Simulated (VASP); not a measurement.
An input for Ansatz (written as the equivalent of a VASP run, and not itself run):

Ansatz 0.2 input:
```yaml
crystal:
  lattice:
    - [0.0000000, 3.5378564, 3.5378564]
    - [3.5378564, 0.0000000, 3.5378564]
    - [3.5378564, 3.5378564, 0.0000000]
  atoms:
    - { symbol: Sn, position: [0.0000000, 0.0000000, 0.0000000] }
    - { symbol: Te, position: [0.2500000, 0.2500000, 0.2500000] }
kpoints:
  mp_grid: { grid: [6, 6, 6] }
hamiltonian:
  xc: pbesol
  pseudopotentials: { kind: paw }
scf:
  occupations: { method: gaussian, width: 0.05 }
  max_iter: 100
relax:
  max_steps: 60
  f_tol: 0.01
  cell: {}
output: { forces: true, stress: true, eigenvalues: true }
```

Problem. Write the VASP files for the same calculation (PBEsol).

Solution. One answer among several that fit: 
KPOINTS:
```
Automatic mesh
0
Gamma
6 6 6
0 0 0
```

### INCAR
```
SYSTEM = SnTe
PREC = Accurate
ENCUT = 400
EDIFF = 1E-6
NELM = 100
ALGO = Normal
LREAL = .FALSE.
LASPH = .TRUE.
ISMEAR = 0
SIGMA = 0.05
GGA = PS
LMAXMIX = 4
LWAVE = .FALSE.
LCHARG = .FALSE.
IBRION = 2
ISIF = 3
NSW = 60
EDIFFG = -0.01
```

**POSCAR**
```
SnTe
1.0
  0.0000000000   3.5378563661   3.5378563661
  3.5378563661   0.0000000000   3.5378563661
  3.5378563661   3.5378563661   0.0000000000
Sn Te
1 1
Cartesian
  0.0000000000   0.0000000000   0.0000000000
  1.7689281831   1.7689281831   1.7689281831
```

POTCAR, in this order: Sn_d Te (PBE.64 set). Program: vasp_std.

Limits of the translation: each code has its own PAW files, so the cut-off isn't converted (ENCUT is set for VASP's; basis.ecutwfc is left out, and Ansatz then takes the one that its files recommend); Ansatz stops its SCF on the density residual and VASP on the energy change (EDIFF).

The structure was generated: SnTe was put into the zinc blende type (F-43m), which need not be its known phase. This run relaxes it. Symmetry was kept, so distortions that lower it aren't found. The start is the result of an earlier pass.
